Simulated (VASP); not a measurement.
The input files of a VASP run:

**KPOINTS**
```
Automatic mesh
0
Gamma
7 7 7
0 0 0
```

POSCAR:
```
ZrO2
1
    1.7723605732     1.0232727105     2.9626425591
   -1.7723605732     1.0232727105     2.9626425591
   -0.0000000000    -2.0465454209     2.9626425591
Zr O
1 2
Direct
  0.0000000000   0.0000000000   0.0000000000
  0.2488199421   0.2488199421   0.2488199421
  0.7511800579   0.7511800579   0.7511800579
```

### INCAR
```
! general
SYSTEM  = ZrO2
PREC    = Accurate
ENCUT   = 520
LREAL   = .FALSE.
LASPH   = .TRUE.

! electronic loop
EDIFF   = 1E-6
NELM    = 100
ALGO    = Normal
LMAXMIX = 4
LMIXTAU = .TRUE.

! smearing
ISMEAR  = 0
SIGMA   = 0.05

! functional
METAGGA = R2SCAN

! ions
IBRION  = 2
NSW     = 60
ISIF    = 3
EDIFFG  = -0.02

! output
LWAVE   = .FALSE.
LCHARG  = .FALSE.
```

POTCAR, in this order: Zr_sv O (PBE.64 set). Program: vasp_std.

Q: Translate this r2SCAN calculation to Ansatz.

A: One equivalent input (not run):
Ansatz 0.2 input:
```yaml
crystal:
  lattice:
    - [1.7723606, 1.0232727, 2.9626426]
    - [-1.7723606, 1.0232727, 2.9626426]
    - [0.0000000, -2.0465454, 2.9626426]
  atoms:
    - { symbol: Zr, position: [0.0000000, 0.0000000, 0.0000000] }
    - { symbol: O, position: [0.2488199, 0.2488199, 0.2488199] }
    - { symbol: O, position: [0.7511801, 0.7511801, 0.7511801] }
kpoints:
  mp_grid: { grid: [7, 7, 7] }
hamiltonian:
  xc: r2scan
  pseudopotentials: { kind: paw }
scf:
  occupations: { method: gaussian, width: 0.05 }
  max_iter: 100
relax:
  max_steps: 60
  f_tol: 0.02
  cell: {}
output: { forces: true, stress: true, eigenvalues: true }
```
Limits of the translation: each code has its own PAW files, so the cut-off isn't converted (ENCUT is set for VASP's; basis.ecutwfc is left out, and Ansatz then takes the one that its files recommend); Ansatz stops its SCF on the density residual and VASP on the energy change (EDIFF).

The structure was generated: ZrO2 was put into the CdCl2 type (R-3m), which need not be its known phase. This run relaxes it. It ends in space group Fm-3m. Symmetry was kept, so distortions that lower it aren't found. The start is the result of an earlier pass.
